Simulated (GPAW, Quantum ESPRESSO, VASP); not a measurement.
## Code comparison for InAu3 (Pmmn, 8 atoms in the cell)

Self-consistent single point, at a second geometry (lattice scaled by 0.98). First geometry:

```
CELL_PARAMETERS angstrom
      4.83733     0.00000     0.00000
      0.00000     5.77876     0.00000
      0.00000     0.00000     5.27183
ATOMIC_POSITIONS crystal
  In 0.50000 0.50000 0.33547
  In 0.00000 0.00000 0.66453
  Au 0.00000 0.50000 0.66268
  Au 0.50000 0.00000 0.33732
  Au 0.00000 0.74853 0.16322
  Au 0.00000 0.25147 0.16322
  Au 0.50000 0.75147 0.83678
  Au 0.50000 0.24853 0.83678
```

Shared settings, as Quantum ESPRESSO writes them: occupations = smearing; smearing = fermi-dirac; degauss = 0.0073499 Ry; K_POINTS = automatic 3 3 3 0 0 0. Potentials and cutoffs stand in the table.

```tsv
code	model	ΔF from the first geometry (meV/atom)	pressure (GPa)	largest force (eV/Å)	cutoff
Quantum ESPRESSO	PBEsol, GBRV 1.5 ultrasoft (PBESOL) pseudopotentials	-3.8	3.64	0.064	40 Ry
VASP	PBEsol, VASP's PBE PAW potentials (set 64)	-0.9	3.74	0.057	300 eV
GPAW	PBEsol, GPAW PAW datasets PBEsol (made by gpaw-setup)	7.3	5.82	0.110	550 eV
```

For VASP (by 0.6 GPa) the energy change implies a higher mean pressure, against the two pressures, than for the other programs: a sign of finite-basis (Pulay) stress.

Size of the force on each atom (eV/Å): Sizes of forces hide their directions.

```tsv
code	In1	In2	Au3	Au4	Au5	Au6	Au7	Au8
Quantum ESPRESSO	0.015	0.015	0.064	0.064	0.041	0.041	0.041	0.041
VASP	0.014	0.014	0.057	0.057	0.045	0.045	0.045	0.045
GPAW	0.023	0.023	0.110	0.110	0.033	0.033	0.033	0.033
```

On Quantum ESPRESSO's run: spin-orbit coupling is off.

The spread over the programs that give each value: ΔF from the first geometry within 11.1 meV/atom; pressure within 2.18 GPa; largest force within 0.053 eV/Å.

In the pressure, GPAW (by 2.08) lies more than 1 GPa from the median of the plane-wave programs.

The shared mesh is coarse (it stands for a supercell whose shortest vector is 14 Å), so the values are not converged in it.

VASP's run is marked for a possible Pulay error in its stress at this cutoff; no cutoff test was made.

The starting cell comes from a database of computed structures (which also holds hypothetical and non-ambient phases and stackings), without a prior relaxation at this level. For this run, on top of that: lattice scaled by 0.98.

Left out of this page: Ansatz, ABINIT, CP2K, Elk, FLEUR and SIESTA (not drawn, or without a comparable value).
